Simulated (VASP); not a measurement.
Method: AM05 GGA, VASP's PBE PAW potentials (set 64) (plane waves; VASP).

The input files of a VASP run:

### POSCAR
```
CoAl
1.0
  2.8222477601   0.0000000000   0.0000000000
  0.0000000000   2.8222477601   0.0000000000
  0.0000000000   0.0000000000   2.8222477601
Al Co
1 1
Cartesian
  1.4111238800   1.4111238800   1.4111238800
  0.0000000000   0.0000000000   0.0000000000
```

### INCAR
```
! general
SYSTEM  = CoAl
PREC    = Accurate
ENCUT   = 520   ! plane-wave cut-off (eV)
LREAL   = .FALSE.
LASPH   = .TRUE.   ! aspherical one-centre terms
ICHARG  = 11

! electronic loop
EDIFF   = 1E-7   ! SCF stop (eV)
NELM    = 100   ! most electronic steps
ALGO    = Normal
LMAXMIX = 4

! smearing
ISMEAR  = 0   ! Gaussian
SIGMA   = 0.05

! functional
GGA     = AM   ! AM05

! output
LWAVE   = .FALSE.
LCHARG  = .FALSE.
LORBIT  = 11   ! lm-projected
```

### KPOINTS
```
k-points along high-symmetry lines
15
Line-mode
Reciprocal
  0.000000   0.000000   0.000000 ! GAMMA
  0.000000   0.500000   0.000000 ! X

  0.000000   0.500000   0.000000 ! X
  0.500000   0.500000   0.000000 ! M

  0.500000   0.500000   0.000000 ! M
  0.000000   0.000000   0.000000 ! GAMMA

  0.000000   0.000000   0.000000 ! GAMMA
  0.500000   0.500000   0.500000 ! R

  0.500000   0.500000   0.500000 ! R
  0.000000   0.500000   0.000000 ! X

  0.500000   0.500000   0.500000 ! R
  0.500000   0.500000   0.000000 ! M
```

POTCAR, in this order: Al Co (PBE.64 set). Program: vasp_std. Read from the step before: CHGCAR.

### Question
What will the output report for the number of irreducible k-points (NKPTS), largest plane-wave count, number of space-group operations, FFT grid (NGX, NGY, NGZ)?

### Answer

```yaml
number of irreducible k-points (NKPTS): 90
largest_plane_wave_count: 624
number_of_space_group_operations: 48
FFT grid (NGX, NGY, NGZ): 24 × 24 × 24
```

The compound is CoAl in the CsCl type structure. It was relaxed first. The run is not spin-polarised, so no magnetic state was tried.
